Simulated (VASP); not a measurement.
Computed with PBEsol GGA, VASP's PBE PAW potentials (set 64) (plane waves; VASP).

VASP input:

**INCAR**
```
ALGO=Normal
EDIFF=1E-7
EDIFFG=-0.01
ENCUT=520
GGA=PS
IBRION=2
ISIF=4
ISMEAR=1
LASPH=T
LCHARG=F
LMAXMIX=4
LREAL=F
LWAVE=F
NELM=100
NSW=30
PREC=Accurate
SIGMA=0.1
SYSTEM=Zn
```

POSCAR:
```
Zn
1
    1.3358073171    -2.3136865645     0.0000000000
    1.3358073171     2.3136865645     0.0000000000
    0.0000000000     0.0000000000     4.6947312024
Zn
2
Direct
  0.3333330000   0.6666670000   0.2500000000
  0.6666670000   0.3333330000   0.7500000000
```

File KPOINTS:
```
kpoints
0
G
 16 16 8
```

POTCAR, in this order: Zn (PBE.64 set). Program: vasp_std.

**Question.** Estimate the energy per atom (σ→0), band gap (on the k-mesh).

**Answer.** 
The energy per atom (σ→0) comes out as -1.591 eV/atom. The band gap (on the k-mesh) is none (metal, semimetal or under 0.01 eV).

### OSZICAR
```
...
       N       E                     dE             d eps       ncg     rms          rms(c)
DAV:   1    -0.318558792537E+01   -0.50084E-02   -0.98425E-02  5608   0.303E+00    0.428E-01
DAV:   2    -0.318255394391E+01    0.30340E-02   -0.29024E-03  5160   0.106E+00    0.257E-01
DAV:   3    -0.318093531068E+01    0.16186E-02   -0.21001E-03  6656   0.835E-01    0.276E-02
DAV:   4    -0.318095400195E+01   -0.18691E-04   -0.24686E-04  5072   0.188E-01    0.167E-02
DAV:   5    -0.318095402175E+01   -0.19800E-07   -0.23009E-06  5912   0.423E-02    0.218E-03
DAV:   6    -0.318095392400E+01    0.97755E-07   -0.27256E-07  3848   0.930E-03
   6 F= -.31809539E+01 E0= -.31810486E+01  d E =-.152141E-01
```

The compound is Zn in the hcp structure. This cell is one point of a volume scan, at 1.03 of the reference volume. Symmetry was kept, so distortions that lower it aren't found.
